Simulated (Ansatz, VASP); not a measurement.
# ZnS (ZnS (F-43m)): VASP beside Ansatz, part 2 of 2

Wanted: the spread between two codes on one cell, functional and k mesh. The cell is taken from a series of runs on this material, whose earlier steps may have relaxed, scaled, displaced or heated it; both programs get it as it stands.

VASP 6.6.1 and Ansatz 0.2.0.

So far: The structure; Ansatz: single point, HSE06.

In doubt: a hybrid run on one k-point (step 2), which bears on gaps, levels and energies.

**3. VASP: single point, HSE06**

Level of this step: HSE06; plane waves and PAW (Zn, S) (VASP).

The same cell, functional and mesh now go to VASP, with its own data sets.

Lines of VASP's logs that name or quote its potential files are left out, and so is its time.

The run reads the wave functions of an earlier VASP run, which isn't shown here.

The input, INCAR:

```
SYSTEM = ZnS
PREC = Accurate
ENCUT = 400
EDIFF = 1E-06
NELM = 100
ISMEAR = 0
SIGMA = 0.01
LREAL = .FALSE.
ALGO = Normal
LHFCALC = .TRUE.
AEXX = 0.25
GGA = PE
HFSCREEN = 0.208
LASPH = .TRUE.
NBANDS = 100
PRECFOCK = Fast
LORBIT = 11
LWAVE = .FALSE.
LCHARG = .FALSE.
ISIF = 2
```

The input, POSCAR:

```
ZnS
1.0
    0.0000000000      8.0345332200      8.0345332200
    8.0345332200      0.0000000000      8.0345332200
    2.6781777400      2.6781777400      0.0000000000
Zn S
9 9
Direct
    0.9998800000      0.9998800000      0.0006600000
    0.9998800000      0.3332100000      0.0006600000
    0.9998800000      0.6665400000      0.0006600000
    0.3332100000      0.9998800000      0.0006600000
    0.3332100000      0.3332100000      0.0006600000
    0.3332100000      0.6665400000      0.0006600000
    0.6665400000      0.9998800000      0.0006600000
    0.6665400000      0.3332100000      0.0006600000
    0.6665400000      0.6665400000      0.0006600000
    0.2501200000      0.2501200000      0.7493400000
    0.2501200000      0.5834600000      0.7493400000
    0.2501200000      0.9167900000      0.7493400000
    0.5834600000      0.2501200000      0.7493400000
    0.5834600000      0.5834600000      0.7493400000
    0.5834600000      0.9167900000      0.7493400000
    0.9167900000      0.2501200000      0.7493400000
    0.9167900000      0.5834600000      0.7493400000
    0.9167900000      0.9167900000      0.7493400000
```

The input, KPOINTS:

```
Automatic mesh
0
Gamma
1 1 1
0 0 0
```

PAW data sets: Zn and S (PBE family, release 64).

The run is started by

```console
> export OMP_NUM_THREADS=3
> mpirun -np 1 vasp_gam
```

Numbers of over 12 decimals in the logs are rounded to 6 here.

The log of the run:

```text
[banner, memory and clock lines left out]
running    1 mpi-ranks, on    1 nodes
 distrk:  each k-point on    1 cores,    1 groups
 distr:  one band on    1 cores,    1 groups
 Offloading initialized ...    1 GPUs detected
 POSCAR found type information on POSCAR ZnS
 POSCAR found :  2 types and      18 ions
|                                                                             |
|               ----> ADVICE to this user running VASP <----                  |
|                                                                             |
|     You have a (more or less) 'large supercell' and for larger cells it     |
|     might be more efficient to use real-space projection operators.         |
|     Therefore, try LREAL= Auto in the INCAR file.                           |
|     Mind: For very accurate calculation, you might also keep the            |
|     reciprocal projection scheme (i.e. LREAL=.FALSE.).                      |
|                                                                             |

 LDA part: xc-table for (Slater+PW92), standard interpolation
 found WAVECAR, reading the header
 POSCAR, INCAR and KPOINTS ok, starting setup
 FFT: planning ... GRIDC
 FFT: planning ... GRID_SOFT
 FFT: planning ... GRID
 reading WAVECAR
 the WAVECAR file was read successfully
 initial charge from wavefunction
 entering main loop
       N       E                     dE             d eps       ncg     rms          rms(c)
DAV:   1    -0.568475161782E+02   -0.56848E+02   -0.70317E+00   252   0.357E+01    0.559E+00
DAV:   2    -0.567365060469E+02    0.11101E+00   -0.23655E+00   240   0.131E+01    0.274E+00
DAV:   3    -0.567535899047E+02   -0.17084E-01   -0.29949E-01   272   0.374E+00    0.175E+00
DAV:   4    -0.567575532497E+02   -0.39633E-02   -0.38920E-02   232   0.970E-01    0.912E-01
DAV:   5    -0.567569778849E+02    0.57536E-03   -0.12716E-03   256   0.195E-01    0.510E-01
DAV:   6    -0.567568232138E+02    0.15467E-03   -0.54829E-04   228   0.915E-02    0.288E-01
DAV:   7    -0.567567706567E+02    0.52557E-04   -0.64377E-05   244   0.410E-02    0.160E-01
DAV:   8    -0.567567443380E+02    0.26319E-04   -0.12008E-05   220   0.237E-02    0.845E-02
DAV:   9    -0.567567323946E+02    0.11943E-04   -0.48892E-06   208   0.133E-02    0.432E-02
DAV:  10    -0.567567266333E+02    0.57613E-05   -0.15443E-06   144   0.870E-03    0.235E-02
DAV:  11    -0.567567235963E+02    0.30370E-05   -0.90940E-07   140   0.799E-03    0.131E-02
DAV:  12    -0.567567219194E+02    0.16769E-05   -0.51005E-07   132   0.711E-03    0.794E-03
DAV:  13    -0.567567209585E+02    0.96097E-06   -0.31061E-07   132   0.540E-03
   1 F= -.56756721E+02 E0= -.56756721E+02  d E =-.250595E-27
```

From OUTCAR (step 3):

```text
ion  position               nearest neighbor table
   1  1.000  1.000  0.001-  18 2.32  18 2.32  16 2.32  12 2.32
   2  1.000  0.333  0.001-  16 2.32  16 2.32  10 2.32  17 2.32
   3  1.000  0.667  0.001-  17 2.32  17 2.32  11 2.32  18 2.32
   4  0.333  1.000  0.001-  12 2.32  12 2.32  10 2.32  15 2.32
   5  0.333  0.333  0.001-  10 2.32  10 2.32  11 2.32  13 2.32
   6  0.333  0.667  0.001-  11 2.32  11 2.32  12 2.32  14 2.32
   7  0.667  1.000  0.001-  15 2.32  15 2.32  13 2.32  18 2.32
   8  0.667  0.333  0.001-  13 2.32  13 2.32  16 2.32  14 2.32
   9  0.667  0.667  0.001-  14 2.32  14 2.32  15 2.32  17 2.32
  10  0.250  0.250  0.749-   5 2.32   5 2.32   2 2.32   4 2.32
  11  0.250  0.583  0.749-   6 2.32   6 2.32   3 2.32   5 2.32
  12  0.250  0.917  0.749-   4 2.32   4 2.32   1 2.32   6 2.32
  13  0.583  0.250  0.749-   8 2.32   8 2.32   7 2.32   5 2.32
  14  0.583  0.583  0.749-   9 2.32   9 2.32   6 2.32   8 2.32
  15  0.583  0.917  0.749-   7 2.32   7 2.32   4 2.32   9 2.32
  16  0.917  0.250  0.749-   2 2.32   2 2.32   1 2.32   8 2.32
  17  0.917  0.583  0.749-   3 2.32   3 2.32   2 2.32   9 2.32
  18  0.917  0.917  0.749-   1 2.32   1 2.32   7 2.32   3 2.32

  LATTYP: Found a body centered orthorhombic cell.
 ALAT       =     3.7875152824
 B/A-ratio  =     3.0000000000
 C/A-ratio  =     4.2426406871

 Subroutine GETGRP returns: Found  2 space group operations
 (whereof  2 operations were pure point group operations)

The static configuration has the point symmetry C_1h.

 Found      1 irreducible k-points:

   k-points           NKPTS =      1   k-points in BZ     NKDIM =      1   number of bands    NBANDS=    100

   dimension x,y,z NGX =    80 NGY =   80 NGZ =   28
   dimension x,y,z NGXF=   160 NGYF=  160 NGZF=   56

   ENCUT  =  400.0 eV  29.40 Ry    5.42 a.u.  18.53 18.53  6.18*2*pi/ulx,y,z

   NELECT =     162.0000    total number of electrons

 k-points in reciprocal lattice and weights: Automatic mesh
   0.00000000  0.00000000  0.00000000       1.000

  exchange ACFDT corr.  =         0.00000000  see jH, gK, PRB 81, 115126

 average (electrostatic) potential at core
       1 -28.5245       2 -28.5247       3 -28.5246       4 -28.5247       5 -28.5249
       6 -28.5248       7 -28.5246       8 -28.5248       9 -28.5247      10 -83.9515
      11 -83.9516      12 -83.9512      13 -83.9516      14 -83.9516      15 -83.9512
      16 -83.9512      17 -83.9512      18 -83.9509

 E-fermi :   2.0763

 k-point     1 :       0.0000    0.0000    0.0000
  band No.  band energies     occupation
    ...
     77       1.2037      2.00000
     78       1.2037      2.00000
     79       1.7582      2.00000
     80       1.9440      2.00000
     81       1.9999      2.00000
     82       5.3240      0.00000
     83       6.6252      0.00000
     84       6.6253      0.00000
     85       6.6255      0.00000
     86       6.6255      0.00000
    ...

  Total       31.1044286     31.1044286     25.4292280     19.6145767     -0.0878007     -0.0877803
  in kB      144.1259281    144.1259281    117.8292368     90.8863850     -0.4068348     -0.4067399
  external PRESSURE =     135.3603643 kB  Pullay stress =       0.0000000 kB

  energy-cutoff  :      400.00
  volume of cell :      345.77
      direct lattice vectors                 reciprocal lattice vectors
     0.000000000  8.034533220  8.034533220    -0.062231369  0.062231369  0.062231369
     8.034533220  0.000000000  8.034533220     0.062231369 -0.062231369  0.062231369
     2.678177740  2.678177740  0.000000000     0.186694106  0.186694106 -0.186694106

 POSITION                                       TOTAL-FORCE (eV/Angst)
 -----------------------------------------------------------------------------------
      8.03534      8.03534     16.06714        -0.009740     -0.009740      1.038152
      2.67895      8.03534     10.71076        -0.009503     -0.009596      1.038422
      5.35711      8.03534     13.38891        -0.009184     -0.010823      1.038651
      8.03534      2.67895     10.71076        -0.009596     -0.009503      1.038422
      2.67895      2.67895      5.35437        -0.010386     -0.010386      1.037428
      5.35711      2.67895      8.03252        -0.008422     -0.010550      1.039249
      8.03534      5.35711     13.38891        -0.010823     -0.009184      1.038651
      2.67895      5.35711      8.03252        -0.010550     -0.008422      1.039249
      5.35711      5.35711     10.71068        -0.009001     -0.009001      1.040642
      4.01646      4.01646      4.01919         0.009891      0.009891     -1.038020
      6.69469      4.01646      6.69743         0.009076      0.010159     -1.038767
      9.37285      4.01646      9.37558         0.009577      0.010187     -1.038361
      4.01646      6.69469      6.69743         0.010159      0.009076     -1.038767
      6.69469      6.69469      9.37566         0.009274      0.009274     -1.039665
      9.37285      6.69469     12.05381         0.009815      0.009332     -1.039155
      4.01646      9.37285      9.37558         0.010187      0.009577     -1.038361
      6.69469      9.37285     12.05381         0.009332      0.009815     -1.039155
      9.37285      9.37285     14.73196         0.009894      0.009894     -1.038614
 -----------------------------------------------------------------------------------
    total drift:                                0.000259      0.000251     -0.000737

  FREE ENERGIE OF THE ION-ELECTRON SYSTEM (eV)
  ---------------------------------------------------
  free  energy   TOTEN  =       -56.7567209585 eV

  energy  without entropy=      -56.7567209585  energy(sigma->0) =      -56.75672096

 total charge
# of ion       s       p       d       tot
------------------------------------------
    1        0.442   0.473   9.879  10.794
    2        0.442   0.472   9.879  10.794
    3        0.442   0.473   9.879  10.794
    4        0.442   0.472   9.879  10.794
    5        0.442   0.472   9.879  10.794
    6        0.442   0.472   9.879  10.794
    7        0.442   0.473   9.879  10.794
    8        0.442   0.472   9.879  10.794
    9        0.442   0.473   9.879  10.794
   10        1.254   2.625   0.000   3.878
   11        1.254   2.625   0.000   3.878
   12        1.254   2.625   0.000   3.878
   13        1.254   2.625   0.000   3.878
   14        1.254   2.625   0.000   3.878
   15        1.254   2.625   0.000   3.878
   16        1.254   2.625   0.000   3.878
   17        1.254   2.625   0.000   3.878
   18        1.254   2.625   0.000   3.878
--------------------------------------------------
tot         15.260  27.875  88.914 132.049
```

The run ends at a pressure of 13.54 GPa, with forces up to 1.0 eV/Å.

**4. Comparison**

Known differences besides the potentials themselves: exact exchange at q = 0 is treated differently, which shows on coarse meshes; VASP keeps PBE cores, Ansatz makes them for the functional; fixed occupations in Ansatz, narrow Gaussian smearing in VASP; the cutoff is 420 eV in Ansatz and 400 eV in VASP; VASP takes a coarser grid for exact exchange (PRECFOCK = Fast). Total energies have different zeros and are not compared.

Compared:

```csv
quantity,Ansatz,VASP,difference
gap on the k mesh (eV),3.418,3.324,+0.094
```

A gap on the mesh is an upper bound, since the band edges may lie between its points.

**5. Results**

| Property | Result |
| --- | --- |
| difference in gap on the k mesh (single point, HSE06) | 0.094 eV |

In words: The difference in gap on the k mesh is 0.094 eV (single point, HSE06), beyond the 0.08 eV picked in this series as the mark of a large difference. What causes the difference of the single point, HSE06 pair stays open here. Such differences can come from data sets, numerical settings and the points named under the comparisons, not from the functional's error against experiment.

[Lines on the potential files, build, host, timing and source positions are cut from VASP's logs without a mark.]

[Logs are printed without paths, hosts, clocks, repeated set-up lines and the standing remarks that a program may print on its own settings, such as how far it seeks lower states.]

[Hosts, paths, dates, database ids (printed as entryN), source tags and the programs' standing remarks are cut or masked in the printed files.]
